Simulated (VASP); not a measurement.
A VASP calculation is set up with these files.

File KPOINTS:
```
Automatic mesh
0
Gamma
 8 8 3
```

### INCAR
```
SYSTEM = NaTlO
PREC = Accurate
ENCUT = 520
EDIFF = 1E-7
NELM = 100
ALGO = Normal
LREAL = .FALSE.
LASPH = .TRUE.
ISMEAR = -5
GGA = PS
LMAXMIX = 4
LWAVE = .FALSE.
LCHARG = .TRUE.
LORBIT = 11
NEDOS = 601
ISIF = 2
LEFG = .TRUE.
```

File POSCAR:
```
NaTlO
22.8335820
  0.1518266895   0.0000000000   0.0000000000
 -0.0759133447   0.1314857590   0.0000000000
  0.0000000000   0.0000000000   0.4999999987
Na Tl O
2 2 2
Cartesian
  0.0759134207   0.0438285425   0.4464657355
 -0.0000000759   0.0876572165   0.1964657361
 -0.0000000759   0.0876572165   0.0578313319
  0.0759134207   0.0438285425   0.3078313312
  0.0000000000   0.0000000000   0.4957079301
  0.0000000000   0.0000000000   0.2457079307
```

POTCAR, in this order: Na_pv Tl_d O (PBE.64 set). Program: vasp_std.

Problem. Translate this PBEsol calculation to Ansatz.

Solution. One equivalent input (not run):
Ansatz 0.2 input:
```yaml
crystal:
  lattice:
    - [3.4667472, 0.0000000, 0.0000000]
    - [-1.7333736, 3.0022909, 0.0000000]
    - [0.0000000, 0.0000000, 11.4167910]
  atoms:
    - { symbol: Na, position: [0.6666670, 0.3333330, 0.8929315] }
    - { symbol: Na, position: [0.3333330, 0.6666670, 0.3929315] }
    - { symbol: Tl, position: [0.3333330, 0.6666670, 0.1156627] }
    - { symbol: Tl, position: [0.6666670, 0.3333330, 0.6156627] }
    - { symbol: O, position: [0.0000000, 0.0000000, 0.9914159] }
    - { symbol: O, position: [0.0000000, 0.0000000, 0.4914159] }
kpoints:
  mp_grid: { grid: [8, 8, 3] }
hamiltonian:
  xc: pbesol
  pseudopotentials: { kind: paw }
scf:
  occupations: { method: tetrahedron }
  max_iter: 100
output: { forces: true, stress: true, eigenvalues: true }
```
What does not carry over: each code has its own PAW files, so the cut-off isn't converted (ENCUT is set for VASP's; basis.ecutwfc is left out, and Ansatz then takes the one that its files recommend); Ansatz stops its SCF on the density residual and VASP on the energy change (EDIFF); the field gradients of LEFG aren't asked of the other code.

The structure comes from a computed database's NaTlO entry (P6_3mc); how it stands against other phases isn't given here. It was relaxed first.
